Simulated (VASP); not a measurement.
Input:

```xyz
1
Lattice="-2.5404 2.5404 2.5404 2.5404 -2.5404 2.5404 2.5404 2.5404 -2.5404" Properties=species:S:1:pos:R:3 pbc="T T T"
Ba     0.0000     0.0000     0.0000
```

These are r2SCAN meta-GGA, VASP's PBE PAW potentials (set 64) (plane waves; VASP) values and carry that method's errors. Run with 520 eV cut-off, 11×11×11 Γ-centred mesh, tetrahedra with Blöchl corrections, potentials Ba_sv.

Q: Give the energies of bands 5 to 8 at the high-symmetry points, in eV from the Fermi level.

A: 
```json
[
 {"band": "5", "Γ": "-2.84", "H": "-0.53", "N": "-0.82", "P": "0.56"},
 {"band": "6", "Γ": "2.12", "H": "-0.53", "N": "0.92", "P": "0.56"},
 {"band": "7", "Γ": "2.12", "H": "4.52", "N": "1.12", "P": "0.56"},
 {"band": "8", "Γ": "2.12", "H": "4.52", "N": "3.46", "P": "4.11"}
]
```

It has no gap at this level: it comes out as a metal or semimetal.

The compound is Ba in the bcc structure. It was relaxed first.
